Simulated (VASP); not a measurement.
All values below come from PBEsol GGA, VASP's PBE PAW potentials (set 64) (plane waves; VASP).

Input for VASP

### KPOINTS
```
Automatic mesh
0
Gamma
 7 7 1
0 0 0
```

### INCAR
```
SYSTEM=K(110) slab
PREC=Normal; ENCUT=400; LREAL=.FALSE.
LASPH=.TRUE.
EDIFF=1E-6; NELM=100; NELMIN=4
ALGO=Normal
ISMEAR=1; SIGMA=0.1
GGA=PS
LWAVE=.FALSE.; LCHARG=.FALSE.; LORBIT=11
LVHAR=.TRUE.
DIPOL=0.5 0.5 0.5
LDIPOL=.TRUE.; IDIPOL=3
```

### POSCAR
```
K(110) slab
1
    4.5117203703     0.0000000000     0.0000000000
   -1.5039071190     4.2536909330     0.0000000000
    0.0000000000     0.0000000000    25.8516572566
K
3
Direct
  0.5000000000   0.5000000000   0.3575020000
  0.0000000000   0.0000000000   0.5000000000
  0.5000000000   0.5000000000   0.6424980000
```

POTCAR, in this order: K_sv (PBE.64 set). Program: vasp_std. Read from the step before: WAVECAR.

Output of the run:

OSZICAR:
```
       N       E                     dE             d eps       ncg     rms          rms(c)
DAV:   1    -0.310835570263E+01   -0.31084E+01   -0.17408E-05   459   0.954E-03    0.254E-03
DAV:   2    -0.310835552987E+01    0.17276E-06   -0.23265E-06   574   0.511E-03    0.779E-04
DAV:   3    -0.310835552616E+01    0.37094E-08   -0.16870E-07   365   0.211E-03    0.522E-04
DAV:   4    -0.310835551927E+01    0.68917E-08   -0.38089E-08   290   0.107E-03
   1 F= -.31083555E+01 E0= -.31084376E+01  d E =0.246199E-03
```

**OUTCAR**
```
------------------------ aborting loop because EDIFF is reached ----------------------------------------
  FORCE on cell =-STRESS in cart. coord.  units (eV):
  Direction    XX          YY          ZZ          XY          YZ          ZX
  --------------------------------------------------------------------------------------
  Total       -0.1432727     -0.1598438     -0.0812551     -0.0234350      0.0000000      0.0000000
  in kB       -0.4626768     -0.5161904     -0.2624006     -0.0756796      0.0000000      0.0000000
  external PRESSURE =      -0.4137559 kB  Pullay stress =       0.0000000 kB
  volume of cell :      496.13
      direct lattice vectors                 reciprocal lattice vectors
     4.511720370  0.000000000  0.000000000     0.221644942  0.078363335  0.000000000
    -1.503907119  4.253690933  0.000000000     0.000000000  0.235089953  0.000000000
     0.000000000  0.000000000 25.851657257     0.000000000  0.000000000  0.038682240
 POSITION                                       TOTAL-FORCE (eV/Angst)
 -----------------------------------------------------------------------------------
      1.50391      2.12685      9.24202        -0.000000      0.000000      0.009517
      0.00000      0.00000     12.92583        -0.000000      0.000000      0.000000
      1.50391      2.12685     16.60964         0.000000     -0.000000     -0.009517
 -----------------------------------------------------------------------------------
    total drift:                                0.000000      0.000000      0.000000
  FREE ENERGIE OF THE ION-ELECTRON SYSTEM (eV)
  ---------------------------------------------------
  free  energy   TOTEN  =        -3.1083555193 eV

  energy  without entropy=       -3.1086017186  energy(sigma->0) =       -3.10843759

 total charge

# of ion       s       p       d       tot
------------------------------------------
    1        1.981   5.541   0.004   7.526
    2        1.979   5.544   0.006   7.529
    3        1.981   5.541   0.004   7.526
--------------------------------------------------
tot          5.942  16.625   0.014  22.581
```
(Selected blocks of OUTCAR.)

File OUTCAR:
```
 val. band max:       -1.3507654984   @ k =   0.1429   0.1429   0.0000

 cond. band min:      -1.2650643302   @ k =  -0.4286   0.4286   0.0000


 Fermi energy:        -1.2975362960

 k-point     1 :       0.0000    0.0000    0.0000
  band No.  band energies     occupation
      1     -33.5361      2.00000
      2     -33.5361      2.00000
      3     -33.3002      2.00000
      4     -17.0955      2.00000
      5     -17.0927      2.00000
      6     -17.0450      2.00000
      7     -17.0446      2.00000
      8     -17.0388      2.00000
      9     -17.0388      2.00000
     10     -16.8409      2.00000
     11     -16.8240      2.00000
     12     -16.8110      2.00000
     13      -3.3660      2.00000
     14      -2.7720      2.00000
     15      -1.8333      2.00000
     16      -0.7211     -0.00000
     17      -0.0019     -0.00000

 k-point     2 :       0.1429    0.0000    0.0000
  band No.  band energies     occupation
      1     -33.5357      2.00000
      2     -33.5356      2.00000
      3     -33.2997      2.00000
      4     -17.0938      2.00000
      5     -17.0918      2.00000
      6     -17.0532      2.00000
      7     -17.0531      2.00000
      8     -17.0416      2.00000
      9     -17.0416      2.00000
     10     -16.8398      2.00000
     11     -16.8308      2.00000
     12     -16.8152      2.00000
     13      -3.1723      2.00000
     14      -2.5829      2.00000
     15      -1.6493      2.00001
     16      -0.5989     -0.00000
     17       0.1530     -0.00000

 k-point     3 :       0.2857   -0.0000    0.0000
  band No.  band energies     occupation
      1     -33.5346      2.00000
      2     -33.5346      2.00000
      3     -33.2987      2.00000
      4     -17.0900      2.00000
      5     -17.0898      2.00000
      6     -17.0772      2.00000
      7     -17.0766      2.00000
      8     -17.0429      2.00000
      9     -17.0427      2.00000
     10     -16.8527      2.00000
     11     -16.8376      2.00000
...
```

The cell is a thin slab with vacuum, built from K (bcc): (110) face.
